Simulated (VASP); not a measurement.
WC: single point with LDA

WC:

```
W C
1.0
     0.00000    2.19268    2.19268
     2.19268    0.00000    2.19268
     2.19268    2.19268    0.00000
W C
1 1
Direct
  0.00000 0.00000 0.00000
  0.50000 0.50000 0.50000
```

Measurements of this composition are mostly on another form, of space group No. 187.

| Quantity | Value |
| --- | --- |
| Program | VASP 6.6.1 |
| Task | single point |
| Functional | LDA |
| Potentials or basis | VASP PAW LDA potentials, release 64 (W_sv, C) |
| Cutoff | 520 eV |
| k mesh | 8 × 8 × 8 |
| Occupations | gaussian, width 0.1 eV |
| Spin | no spin polarisation |

```json
{
 "Pressure": "-13.5 GPa",
 "Band gap on the k mesh": "none (metal or under the smearing width)"
}
```

Levels at points of the mesh, in eV from the Fermi level:
```tsv
k point	band 7	band 8	band 9	band 10	band 11	band 12
(0.00, 0.00, 0.00)	-2.88	-2.88	-1.15	-1.15	-1.15	-1.10
(0.50, 0.00, 0.00)	-6.68	-6.68	0.90	0.90	2.19	4.91
(0.50, 0.50, 0.00)	-5.61	-2.56	-2.56	0.71	2.12	2.12
```

Wall time 5.4 s on 1 thread of Intel(R) Xeon(R) Platinum 8488C (Sapphire Rapids) (shared host), peak memory 0.13 GiB.

The run has no spin-orbit coupling, so splittings on W are missing.
